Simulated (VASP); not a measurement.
Data:

```xyz
3
Lattice="2.3225 1.3409 7.0410 -2.3225 1.3409 7.0410 0.0000 -2.6817 7.0410" Properties=species:S:1:pos:R:3 pbc="T T T"
Pb     0.0000     0.0000     0.0000
Te     0.0000     0.0000     5.3230
Te     0.0000     0.0000    15.8001
```

Computed with PBE GGA, VASP's PBE PAW potentials (set 64) (plane waves; VASP). Numerical set-up: 300 eV cut-off, 4×4×4 Γ-centred mesh, Fermi-Dirac smearing of 0.10 eV, potentials Pb_d Te.

At this cut-off the stress carries a Pulay error, which pulls relaxed volumes low. Energy and stress use the plane-wave basis of the starting cell.

The ions, cell shape and volume are relaxed. Give the cell that the relaxation ends in.

```xyz
3
Lattice="2.2131 1.2778 6.0523 -2.2131 1.2778 6.0523 0.0000 -2.5555 6.0523" Properties=species:S:1:pos:R:3 pbc="T T T"
Pb     0.0000     0.0000     0.0000
Te     0.0000     0.0000     4.1397
Te     0.0000     0.0000    14.0171
```
Space group R-3m (166), at a tolerance of 0.03 Å.

How do energy and volume change from the first to the last step?

The energy (σ→0) changes by -218.6 meV/atom and the volume by -21.9 %, in 26 ionic steps.

The structure was generated: Te2Pb was put into an ordered model structure, which need not be its known phase. This run relaxes it. Symmetry was kept, so distortions that lower it aren't found. The k-mesh is coarse (spacing up to 0.42 per Å, 2π included), so the numbers may not be converged in it. The run is one of a series of settings (EDIFFG = -0.01, IBRION = 2, ISIF = 3, NSW = 50 against the base run), some of them coarse on purpose.
